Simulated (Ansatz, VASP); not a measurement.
# NiSb (Breithauptite) in two plane-wave programs

Wanted: the spread between two codes on one cell, functional and k mesh. The cell is taken from a series of runs on this material, whose earlier steps may have relaxed, scaled, displaced or heated it; both programs get it as it stands.

Calculated with Ansatz 0.2.0; plane waves, with VASP 6.6.1 beside it; relaxation of cell and atoms at PBE with D3(BJ).

## Step 1: The starting structure

The structure is hexagonal, space group P6_3/mmc (No. 194). The conventional cell has a = 3.928 Å, b = 3.928 Å, c = 5.120 Å, α = 90.00°, β = 90.00°, γ = 120.00°. Nearest to Ni lie 2 Ni at 2.56 Å and 6 Sb at 2.60 Å. Nearest to Sb lie 6 Ni at 2.60 Å. Farther neighbours are not listed.

Coordinates:

```cif
data_structure
_symmetry_space_group_name_H-M 'P 1'
_symmetry_Int_Tables_number 1
_cell_length_a 3.9280
_cell_length_b 3.9280
_cell_length_c 5.1200
_cell_angle_alpha 90.000
_cell_angle_beta 90.000
_cell_angle_gamma 120.000
_cell_volume 68.41
loop_
_atom_site_label
_atom_site_type_symbol
_atom_site_fract_x
_atom_site_fract_y
_atom_site_fract_z
_atom_site_occupancy
Ni1 Ni 0.00000 0.00000 0.00000 1
Ni2 Ni 0.00000 0.00000 0.50000 1
Sb3 Sb 0.33333 0.66667 0.25000 1
Sb4 Sb 0.66667 0.33333 0.75000 1
```

## Step 2: VASP: relaxation of cell and atoms, PBE with D3(BJ)

The relaxed volume is the usual yardstick between codes: in a stiff, nearly cubic crystal its relative difference is about their pressure difference at one cell divided by the bulk modulus.

Lines of VASP's logs that name or quote its potential files are left out, and so is its time.

Input file INCAR:

```
SYSTEM = NiSb
PREC = Accurate
ENCUT = 600
EDIFF = 1E-07
NELM = 120
ISMEAR = 0
SIGMA = 0.1
LREAL = .FALSE.
ALGO = Normal
GGA = PE
IVDW = 12
NBANDS = 21
LASPH = .TRUE.
LORBIT = 11
LWAVE = .FALSE.
LCHARG = .FALSE.
ISIF = 3
IBRION = 2
NSW = 80
EDIFFG = -0.005
GGA_COMPAT = .FALSE.
NELMIN = 4
KPAR = 2
```

Input file POSCAR:

```
NiSb
1.0
    3.9280000000      0.0000000000      0.0000000000
   -1.9640000000      3.4017480000      0.0000000000
    0.0000000000      0.0000000000      5.1200000000
Ni Sb
2 2
Direct
    0.0000000000      0.0000000000      0.0000000000
    0.0000000000      0.0000000000      0.5000000000
    0.3333333333      0.6666666667      0.2500000000
    0.6666666667      0.3333333333      0.7500000000
```

Input file KPOINTS:

```
Automatic mesh
0
Gamma
12 12 8
0 0 0
```

Potentials, in the order of the species: Ni and Sb (PBE family, release 64).

On the command line:

```sh
> mpirun -np 2 vasp_std
```

Numbers of over 12 decimals in the logs are rounded to 6 here.

The log of the run:

```text
[banner, memory and clock lines left out]
running    2 mpi-ranks, on    1 nodes
 distrk:  each k-point on    1 cores,    2 groups
 distr:  one band on    1 cores,    1 groups

 POSCAR found type information on POSCAR NiSb
 POSCAR found :  2 types and       4 ions
 LDA part: xc-table for (Slater+PW92), standard interpolation
 POSCAR, INCAR and KPOINTS ok, starting setup
 FFT: planning ... GRIDC
 FFT: planning ... GRID_SOFT
 FFT: planning ... GRID
 WAVECAR not read
 entering main loop
       N       E                     dE             d eps       ncg     rms          rms(c)
DAV:   1     0.182420361416E+03    0.18242E+03   -0.13669E+04  3990   0.165E+03
DAV:   2    -0.113641924432E+02   -0.19378E+03   -0.18646E+03  4070   0.319E+02
DAV:   3    -0.214624741835E+02   -0.10098E+02   -0.97746E+01  4713   0.897E+01
DAV:   4    -0.217022542408E+02   -0.23978E+00   -0.23871E+00  4521   0.126E+01
DAV:   5    -0.217099903684E+02   -0.77361E-02   -0.77348E-02  5098   0.243E+00    0.132E+01
DAV:   6    -0.242719118771E+02   -0.25619E+01   -0.28633E+01  4479   0.983E+01    0.172E+01
DAV:   7    -0.203153587154E+02    0.39566E+01   -0.11018E+01  4535   0.693E+01    0.352E+00
DAV:   8    -0.203442560148E+02   -0.28897E-01   -0.11135E+00  5743   0.965E+00    0.252E+00
DAV:   9    -0.202917187772E+02    0.52537E-01   -0.20024E-01  4561   0.774E+00    0.486E-01
DAV:  10    -0.202920632791E+02   -0.34450E-03   -0.62653E-03  4505   0.759E-01    0.377E-01
DAV:  11    -0.202918744882E+02    0.18879E-03   -0.68141E-04  4296   0.206E-01    0.102E-01
DAV:  12    -0.202918043309E+02    0.70157E-04   -0.32654E-04  5607   0.303E-01    0.479E-02
DAV:  13    -0.202918042957E+02    0.35210E-07   -0.36308E-05  4345   0.454E-02    0.261E-02
DAV:  14    -0.202918031006E+02    0.11951E-05   -0.35368E-06  4635   0.157E-02    0.366E-03
DAV:  15    -0.202918022776E+02    0.82300E-06   -0.53913E-07  4581   0.941E-03    0.151E-03
DAV:  16    -0.202918023432E+02   -0.65658E-07   -0.44627E-08  2475   0.200E-03
   1 F= -.22434896E+02 E0= -.22430968E+02  d E =-.224349E+02
 curvature:   0.00 expect dE= 0.000E+00 dE for cont linesearch  0.000E+00
 trial: gam= 0.00000 g(F)=  0.598E-46 g(S)=  0.809E-02 ort = 0.000E+00 (trialstep = 0.100E+01)
 search vector abs. value=  0.809E-02
 bond charge predicted
       N       E                     dE             d eps       ncg     rms          rms(c)
DAV:   1    -0.204156637736E+02   -0.12386E+00   -0.14888E+00  4435   0.195E+01    0.383E+00
DAV:   2    -0.207323433126E+02   -0.31668E+00   -0.32346E+00  4513   0.338E+01    0.567E+00
DAV:   3    -0.202597131909E+02    0.47263E+00   -0.13756E+00  4538   0.240E+01    0.484E-01
DAV:   4    -0.202599095822E+02   -0.19639E-03   -0.60345E-02  4288   0.162E+00    0.482E-01
DAV:   5    -0.202574216960E+02    0.24879E-02   -0.59404E-03  4748   0.139E+00    0.110E-01
DAV:   6    -0.202574395821E+02   -0.17886E-04   -0.33587E-04  4205   0.136E-01    0.909E-02
DAV:   7    -0.202574234972E+02    0.16085E-04   -0.40982E-05  4897   0.647E-02    0.180E-02
DAV:   8    -0.202574204555E+02    0.30417E-05   -0.12470E-05  6083   0.438E-02    0.684E-03
DAV:   9    -0.202574204027E+02    0.52805E-07   -0.14758E-06  4736   0.120E-02    0.381E-03
DAV:  10    -0.202574201190E+02    0.28368E-06   -0.25628E-07  3699   0.917E-03    0.101E-03
DAV:  11    -0.202574200981E+02    0.20892E-07   -0.50225E-08  2165   0.146E-03
   2 F= -.22435504E+02 E0= -.22431679E+02  d E =-.607869E-03
 trial-energy change:   -0.000608  1 .order   -0.000401   -0.008086    0.007283
 step:   0.5461(harm=  0.5261)  dis= 0.00000  next Energy=   -22.437138 (dE=-0.224E-02)
 bond charge predicted
       N       E                     dE             d eps       ncg     rms          rms(c)
DAV:   1    -0.203068631551E+02   -0.49443E-01   -0.30272E-01  4420   0.896E+00    0.167E+00
DAV:   2    -0.203650833623E+02   -0.58220E-01   -0.62588E-01  4528   0.149E+01    0.255E+00
DAV:   3    -0.202762437796E+02    0.88840E-01   -0.27554E-01  4508   0.102E+01    0.317E-01
DAV:   4    -0.202751365086E+02    0.11073E-02   -0.72091E-03  4176   0.833E-01    0.739E-02
DAV:   5    -0.202750758544E+02    0.60654E-04   -0.24201E-04  6030   0.216E-01    0.220E-02
DAV:   6    -0.202750723752E+02    0.34792E-05   -0.28542E-05  5277   0.471E-02    0.950E-03
DAV:   7    -0.202750727372E+02   -0.36197E-06   -0.24765E-06  4515   0.201E-02    0.676E-03
DAV:   8    -0.202750738065E+02   -0.10693E-05   -0.42733E-07  4353   0.736E-03    0.649E-03
DAV:   9    -0.202750735937E+02    0.21284E-06   -0.25262E-07  2564   0.740E-03    0.133E-03
DAV:  10    -0.202750735980E+02   -0.43187E-08   -0.21098E-08  2095   0.126E-03
   3 F= -.22437136E+02 E0= -.22433273E+02  d E =-.223948E-02
 curvature:  -0.26 expect dE=-0.189E-05 dE for cont linesearch -0.749E-06
 trial: gam= 0.00000 g(F)=  0.448E-46 g(S)=  0.721E-05 ort =-0.152E-03 (trialstep = 0.909E+00)
 search vector abs. value=  0.721E-05
 reached required accuracy - stopping structural energy minimisation
```

From OUTCAR (step 2):

```text
ion  position               nearest neighbor table
   1  0.000  0.000  0.000-   2 2.56   2 2.56   4 2.60   3 2.60   4 2.60   3 2.60   4 2.60   3 2.60

  LATTYP: Found a hexagonal cell.
 ALAT       =     3.9280000000
 C/A-ratio  =     1.3034623218

 Subroutine GETGRP returns: Found 24 space group operations
 (whereof 12 operations were pure point group operations)

The static configuration has the point symmetry D_3d.
 The point group associated with its full space group is D_6h.

 Found     95 irreducible k-points:

   k-points           NKPTS =     95   k-points in BZ     NKDIM =     95   number of bands    NBANDS=     21

   dimension x,y,z NGX =    32 NGY =   32 NGZ =   42
   dimension x,y,z NGXF=    64 NGYF=   64 NGZF=   84

   ENCUT  =  600.0 eV  44.10 Ry    6.64 a.u.   7.85  7.85 10.23*2*pi/ulx,y,z

   NELECT =      30.0000    total number of electrons

 k-points in reciprocal lattice and weights: Automatic mesh
   0.00000000  0.00000000  0.00000000       0.001
   0.08333333  0.00000000  0.00000000       0.005
   0.16666667  0.00000000  0.00000000       0.005
   0.25000000  0.00000000  0.00000000       0.005
   0.33333333  0.00000000  0.00000000       0.005
   0.41666667  0.00000000  0.00000000       0.005
   0.50000000  0.00000000  0.00000000       0.003
   0.08333333  0.08333333  0.00000000       0.005
   0.16666667  0.08333333  0.00000000       0.010
[...]
0.33333333  0.25000000  0.50000000       0.010
   0.33333333  0.33333333  0.50000000       0.002

 Edisp (eV)   -2.17808

 average (electrostatic) potential at core
       1 -81.3477       2 -81.3477       3 -82.8496       4 -82.8496

 E-fermi :  10.2281

 k-point     1 :       0.0000    0.0000    0.0000
  band No.  band energies     occupation
    ...
      9       8.0510      2.00000
     10       8.0510      2.00000
     11       8.8465      2.00000
     12       8.8465      2.00000
     13      10.1753      1.54394
     14      10.8066      0.00000
     15      10.8066      0.00000
     16      12.7194      0.00000
     17      12.7194      0.00000
     18      13.3594      0.00000
    ...

 k-point     2 :       0.0833    0.0000    0.0000
  band No.  band energies     occupation
    ...
     10       8.0674      2.00000
     11       8.8411      2.00000
     12       8.8471      2.00000
     13      10.1294      1.83682
     14      10.1475      1.74524
     15      10.4797      0.00037
     16      12.2266      0.00000
     17      13.0199      0.00000
     18      14.1599      0.00000
     19      14.2859      0.00000
    ...

 k-point     3 :       0.1667    0.0000    0.0000
  band No.  band energies     occupation
    ...
     11       8.8275      2.00000
     12       8.8488      2.00000
     13       9.0939      2.00000
     14       9.8490      2.00000
     15      10.0553      1.98542
     16      11.6721      0.00000
     17      13.5316      0.00000
     18      13.6361      0.00000
     19      14.8966      0.00000
     20      16.0000      0.00000
    ...

 Edisp (eV)   -2.16206

  Total       0.01668     0.01668    -0.00642     0.00000     0.00000    -0.00000
  in kB       0.39426     0.39426    -0.15188     0.00000     0.00000    -0.00000
  external pressure =        0.21 kB  Pullay stress =        0.00 kB

  energy-cutoff  :      600.00
  volume of cell :       67.78
      direct lattice vectors                 reciprocal lattice vectors
     3.915848461 -0.000000000  0.000000000     0.255372497  0.147439371 -0.000000000
    -1.957924231  3.391224457  0.000000000     0.000000000  0.294878741 -0.000000000
     0.000000000  0.000000000  5.103855973    -0.000000000 -0.000000000  0.195930294

 POSITION                                       TOTAL-FORCE (eV/Angst)
 -----------------------------------------------------------------------------------
     -0.00000      0.00000      0.00000        -0.000000      0.000000      0.000000
     -0.00000      0.00000      2.55193        -0.000000     -0.000000      0.000000
     -0.00000      2.26082      1.27596         0.000000     -0.000000     -0.000000
      1.95792      1.13041      3.82789        -0.000000     -0.000000      0.000000
 -----------------------------------------------------------------------------------
    total drift:                                0.000000     -0.000000      0.000000

  FREE ENERGIE OF THE ION-ELECTRON SYSTEM (eV)
  ---------------------------------------------------
  free  energy   TOTEN  =       -22.4371355920 eV

  energy  without entropy=      -22.4294111926  energy(sigma->0) =      -22.43327339

 reached required accuracy - stopping structural energy minimisation

 total charge
# of ion       s       p       d       tot
------------------------------------------
    1        0.454   0.495   8.472   9.421
    2        0.454   0.495   8.472   9.421
    3        1.129   1.230   0.078   2.437
    4        1.129   1.230   0.078   2.437
--------------------------------------------------
tot          3.166   3.450  17.101  23.717

[... 3 further parts left out ...]
```

CONTCAR:

```
NiSb
   1.00000000000000
     3.9158484614987517   -0.0000000000000000    0.0000000000000000
    -1.9579242307493758    3.3912244569773886    0.0000000000000000
     0.0000000000000000    0.0000000000000000    5.1038559725757704
  Ni              Sb
     2     2
Direct
     0.0000000000000000    0.0000000000000000    0.0000000000000000
     0.0000000000000000    0.0000000000000000    0.5000000000000000
     0.3333333332999970    0.6666666667000030    0.2500000000000000
     0.6666666667000030    0.3333333332999970    0.7500000000000000
```

This run has no spin polarisation, so a moment on Ni, if there is one, isn't seen. The run keeps the 24 symmetry operations of its start, so it cannot find a distortion of lower symmetry.

(Continued in part 2 of 2.)

[Lines on the potential files, build, host, timing and source positions are cut from VASP's logs without a mark.]

[Logs are printed without paths, hosts, clocks, repeated set-up lines and the standing remarks that a program may print on its own settings, such as how far it seeks lower states.]

[Hosts, paths, dates, database ids (printed as entryN), source tags and the programs' standing remarks are cut or masked in the printed files.]
